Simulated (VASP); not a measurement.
A convergence study with VASP on IrO₂ (rutile): one setting is varied, all else stays as given below, so the limit is that of these other settings.

```
IrO2
1.0
    4.50000     0.00000     0.00000
    0.00000     4.50000     0.00000
    0.00000     0.00000     3.15000
Ir O
2 4
Cartesian
  0.00000   0.00000   0.00000
  2.25000   2.25000   1.57500
  1.38600   1.38600   0.00000
  3.63600   0.86400   1.57500
  0.86400   3.63600   1.57500
  3.11400   3.11400   0.00000
```

Computed with PBE GGA, VASP's PBE PAW potentials (set 64) (plane waves; VASP). The tightest run used: 700 eV cut-off, 11×11×15 Monkhorst-Pack mesh, first-order Methfessel-Paxton smearing of 0.10 eV, potentials Ir O.

The settings run are 1×1×1 mesh; 1×1×2 mesh; 2×2×3 mesh; 3×3×4 mesh; 4×4×5 mesh; 4×4×6 mesh; 5×5×7 mesh; 6×6×8 mesh; 7×7×9 mesh; 7×7×10 mesh; 8×8×11 mesh; 9×9×12 mesh; 9×9×13 mesh; 10×10×14 mesh; 11×11×15 mesh. From which on does the stress (every component) stay within 0.1 GPa of the tightest run?

From 7×7×9 mesh on: it is off by 0.03 there and by no more than 0.1 in any finer run, while 6×6×8 mesh is off by 0.16.
```tsv
setting	E (eV/atom)	pressure (GPa)	irreducible k-points	difference judged (GPa)
1×1×1 mesh	-7.2595	-11.55	1	40.17
1×1×2 mesh	-6.9873	8.18	1	9.91
2×2×3 mesh	-7.0529	8.41	2	0.77
3×3×4 mesh	-7.0331	9.01	6	0.12
4×4×5 mesh	-7.0366	8.97	9	0.11
4×4×6 mesh	-7.0375	8.96	9	0.14
5×5×7 mesh	-7.0350	8.99	24	0.13
6×6×8 mesh	-7.0369	8.92	24	0.16
7×7×9 mesh	-7.0375	8.93	50	0.03
7×7×10 mesh	-7.0374	8.93	50	0.03
8×8×11 mesh	-7.0379	8.93	60	0.01
9×9×12 mesh	-7.0376	8.94	90	0.03
9×9×13 mesh	-7.0377	8.93	105	0.02
10×10×14 mesh	-7.0380	8.92	105	0.01
11×11×15 mesh	-7.0381	8.92	168	0.00
```

Left out are rungs that failed or repeat a setting and relaxations that didn't move; long series are thinned to 24 rows.

The compound is IrO2 in the rutile structure. The cell was not relaxed at this level.
